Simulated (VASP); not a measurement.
An input for Ansatz (written as the equivalent of a VASP run, and not itself run):

Ansatz 0.2 input:
```yaml
crystal:
  lattice:
    - [3.6236055, 0.0000000, 0.0000000]
    - [-1.8118027, 3.1381350, 0.0000000]
    - [0.0000000, 0.0000000, 5.9907858]
  atoms:
    - { symbol: Ga, position: [0.3333330, 0.6666670, 0.0011868] }
    - { symbol: Ga, position: [0.6666670, 0.3333330, 0.5011868] }
    - { symbol: P, position: [0.3333330, 0.6666670, 0.3738132] }
    - { symbol: P, position: [0.6666670, 0.3333330, 0.8738132] }
kpoints:
  mp_grid: { grid: [7, 7, 4] }
hamiltonian:
  xc: pbesol
  pseudopotentials: { kind: paw }
scf:
  occupations: { method: gaussian, width: 0.05 }
  max_iter: 100
relax:
  max_steps: 40
  f_tol: 0.02
  cell: { p_target: 20 }
output: { forces: true, stress: true, eigenvalues: true }
```

Translate this input to VASP (INCAR, KPOINTS, POSCAR, choice of POTCAR).

One answer among several that fit: 
**KPOINTS**
```
Automatic mesh
0
Gamma
7 7 4
0 0 0
```

**INCAR**
```
ALGO = Normal
EDIFF = 1E-6
EDIFFG = -0.02
ENCUT = 500
GGA = PS
IBRION = 2
ISIF = 3
ISMEAR = 0
LASPH = .TRUE.
LCHARG = .FALSE.
LMAXMIX = 4
LREAL = .FALSE.
LWAVE = .FALSE.
NELM = 100
NSW = 40
PREC = Accurate
PSTRESS = 200
SIGMA = 0.05
SYSTEM = GaP
```

**POSCAR**
```
GaP
1
    3.6236054595     0.0000000000    -0.0000000000
   -1.8118027296     3.1381349605    -0.0000000000
    0.0000000000     0.0000000000     5.9907858319
Ga P
2 2
Direct
  0.3333330000   0.6666670000   0.0011868436
  0.6666670000   0.3333330000   0.5011868436
  0.3333330000   0.6666670000   0.3738131564
  0.6666670000   0.3333330000   0.8738131564
```

POTCAR, in this order: Ga_d P (PBE.64 set). Program: vasp_std.

What does not carry over: each code has its own PAW files, so the cut-off isn't converted (ENCUT is set for VASP's; basis.ecutwfc is left out, and Ansatz then takes the one that its files recommend); Ansatz stops its SCF on the density residual and VASP on the energy change (EDIFF).

The structure was generated: GaP was put into the wurtzite type (P6_3mc), which need not be its known phase. It was relaxed first under an external pressure of 20 GPa.
